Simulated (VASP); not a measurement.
Level of theory: vdW-DF-cx, VASP's PBE PAW potentials (set 64) (plane waves; VASP).

VASP input:

INCAR:
```
SYSTEM = CsPbCl3
PREC = Accurate; ENCUT = 520; LREAL = .FALSE.
LASPH = .TRUE.
EDIFF = 1E-7; NELM = 100; ALGO = Normal
LMAXMIX = 4
ISMEAR = 0; SIGMA = 0.05
GGA = CX; LUSE_VDW = .TRUE.; AGGAC = 0.0
ISIF = 2
LWAVE = .FALSE.; LCHARG = .FALSE.
```

File POSCAR:
```
CsPbCl3
5.6364850
  0.9999999304   0.0000000000   0.0000000000
  0.0000000000   0.9999999304   0.0000000000
  0.0000000000   0.0000000000   0.9999999304
Cs Pb Cl
1 1 3
Cartesian
  0.0000000000   0.0000000000   0.0000000000
  0.4999999652   0.4999999652   0.4999999652
  0.4999999652   0.0000000000   0.4999999652
  0.0000000000   0.4999999652   0.4999999652
  0.4999999652   0.4999999652   0.0000000000
```

File KPOINTS:
```
kpoints
0
G
  4 4 4
0 0 0
```

POTCAR, in this order: Cs_sv Pb_d Cl (PBE.64 set). Program: vasp_std.

The resulting files:

File OSZICAR:
```
       N       E                     dE             d eps       ncg     rms          rms(c)
DAV:   1     0.430000915199E+03    0.43000E+03   -0.19669E+04   520   0.154E+03
DAV:   2     0.473083594626E+02   -0.38269E+03   -0.37384E+03   634   0.348E+02
DAV:   3    -0.497231995955E+01   -0.52281E+02   -0.50361E+02   638   0.134E+02
DAV:   4    -0.720203295549E+01   -0.22297E+01   -0.22217E+01   688   0.340E+01
DAV:   5    -0.728098705249E+01   -0.78954E-01   -0.78858E-01   700   0.551E+00    0.492E+00
DAV:   6    -0.654133803716E+01    0.73965E+00   -0.16152E+00   708   0.138E+01    0.324E+00
DAV:   7    -0.652263923625E+01    0.18699E-01   -0.62553E-01   748   0.483E+00    0.174E+00
DAV:   8    -0.654542653518E+01   -0.22787E-01   -0.91305E-02   724   0.261E+00    0.271E-01
DAV:   9    -0.654562154690E+01   -0.19501E-03   -0.19965E-02   746   0.118E+00    0.132E-01
DAV:  10    -0.654695985738E+01   -0.13383E-02   -0.28562E-03   614   0.355E-01    0.518E-02
DAV:  11    -0.654706905047E+01   -0.10919E-03   -0.26762E-04   708   0.151E-01    0.159E-02
DAV:  12    -0.654708476025E+01   -0.15710E-04   -0.50129E-05   724   0.772E-02    0.517E-03
DAV:  13    -0.654708558796E+01   -0.82771E-06   -0.38200E-06   662   0.157E-02    0.367E-03
DAV:  14    -0.654708622666E+01   -0.63870E-06   -0.14142E-06   576   0.898E-03    0.905E-04
DAV:  15    -0.654708628372E+01   -0.57061E-07   -0.27415E-08   394   0.131E-03
   1 F= -.65470863E+01 E0= -.65470863E+01  d E =-.194525E-17
```

### OUTCAR
```
------------------------ aborting loop because EDIFF is reached ----------------------------------------
  FORCE on cell =-STRESS in cart. coord.  units (eV):
  Direction    XX          YY          ZZ          XY          YZ          ZX
  --------------------------------------------------------------------------------------
  Total        0.0888451      0.0888451      0.0888451      0.0000000      0.0000000      0.0000000
  in kB        0.7949122      0.7949122      0.7949122      0.0000000      0.0000000      0.0000000
  external PRESSURE =       0.7949122 kB  Pullay stress =       0.0000000 kB
  volume of cell :      179.07
      direct lattice vectors                 reciprocal lattice vectors
     5.636484607  0.000000000  0.000000000     0.177415547  0.000000000  0.000000000
     0.000000000  5.636484607  0.000000000     0.000000000  0.177415547  0.000000000
     0.000000000  0.000000000  5.636484607     0.000000000  0.000000000  0.177415547
 POSITION                                       TOTAL-FORCE (eV/Angst)
 -----------------------------------------------------------------------------------
      0.00000      0.00000      0.00000         0.000000      0.000000      0.000000
      2.81824      2.81824      2.81824         0.000000      0.000000      0.000000
      2.81824      0.00000      2.81824         0.000000      0.000000      0.000000
      0.00000      2.81824      2.81824         0.000000      0.000000      0.000000
      2.81824      2.81824      0.00000         0.000000      0.000000      0.000000
 -----------------------------------------------------------------------------------
    total drift:                                0.000000     -0.000000     -0.000000
  FREE ENERGIE OF THE ION-ELECTRON SYSTEM (eV)
  ---------------------------------------------------
  free  energy   TOTEN  =        -6.5470862837 eV

  energy  without entropy=       -6.5470862837  energy(sigma->0) =       -6.54708628
```
(Selected blocks of OUTCAR.)

File OUTCAR:
```
 val. band max:        1.5073244753   @ k =   0.5000   0.5000   0.5000

 cond. band min:       3.5028390711   @ k =   0.5000   0.5000   0.5000


 Fermi energy:         1.7947882075

 k-point     1 :       0.0000    0.0000    0.0000
  band No.  band energies     occupation
      1     -19.7527      2.00000
      2     -15.1840      2.00000
      3     -15.1840      2.00000
      4     -14.9663      2.00000
      5     -14.9663      2.00000
      6     -14.9663      2.00000
      7     -13.4249      2.00000
      8     -12.5911      2.00000
      9     -12.5911      2.00000
     10      -6.5337      2.00000
     11      -6.5337      2.00000
     12      -6.5337      2.00000
     13      -5.1345      2.00000
     14      -2.9739      2.00000
     15      -2.9739      2.00000
     16      -2.9739      2.00000
     17      -0.9689      2.00000
     18      -0.9689      2.00000
     19      -0.9689      2.00000
     20      -0.8659      2.00000
     21      -0.8659      2.00000
     22      -0.8659      2.00000
     23       5.0475      0.00000
     24       6.0054      0.00000
     25       6.0054      0.00000
     26       6.8910      0.00000

 k-point     2 :       0.2500    0.0000    0.0000
  band No.  band energies     occupation
      1     -19.7517      2.00000
      2     -15.1839      2.00000
      3     -15.1376      2.00000
      4     -14.9670      2.00000
      5     -14.9670      2.00000
      6     -14.9663      2.00000
      7     -13.3502      2.00000
      8     -12.7474      2.00000
      9     -12.5900      2.00000
     10      -6.5268      2.00000
     11      -6.5240      2.00000
     12      -6.5240      2.00000
     13      -5.6861      2.00000
     14      -2.9367      2.00000
     15      -2.9367      2.00000
     16      -1.9802      2.00000
     17      -1.0246      2.00000
     18      -1.0174      2.00000
     19      -1.0174      2.00000
     20      -0.9188      2.00000
     21      -0.9188      2.00000
     22      -0.7845      2.00000
...
```

Unless said otherwise, spin-orbit coupling is left out, though it shifts the bands of the heavy elements here.

The compound is CsPbCl3 in the cubic perovskite structure, the ideal cubic form; the compound distorts at low or room temperature. It was relaxed first.
